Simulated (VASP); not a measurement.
```
Mg
1.0
    1.60500    -2.77994     0.00000
    1.60500     2.77994     0.00000
    0.00000     0.00000     5.21000
Mg
2
Direct
  0.33333   0.66667   0.25000
  0.66667   0.33333   0.75000
```

All values below come from revTPSS meta-GGA, VASP's PBE PAW potentials (set 64) (plane waves; VASP 6.6.1). Run with 520 eV cut-off, 12×12×7 Γ-centred mesh, first-order Methfessel-Paxton smearing of 0.10 eV, potentials Mg.

Energy and stress use the plane-wave basis of the starting cell.

Problem. The ions, cell shape and volume are relaxed. Give the cell that the relaxation ends in.

Solution. 
```
Mg
1.0
    1.59848    -2.76865     0.00000
    1.59848     2.76865     0.00000
    0.00000     0.00000     5.10481
Mg
2
Direct
  0.33333   0.66667   0.25000
  0.66667   0.33333   0.75000
```
Space group P6_3/mmc (194), at a tolerance of 0.03 Å.

Problem. How do energy and volume change from the first to the last step?

Solution. The energy (σ→0) changes by -3.3 meV/atom and the volume by -2.8 %, in 6 ionic steps.

The compound is Mg in the hcp structure. This run relaxes it. Symmetry was kept, so distortions that lower it aren't found.
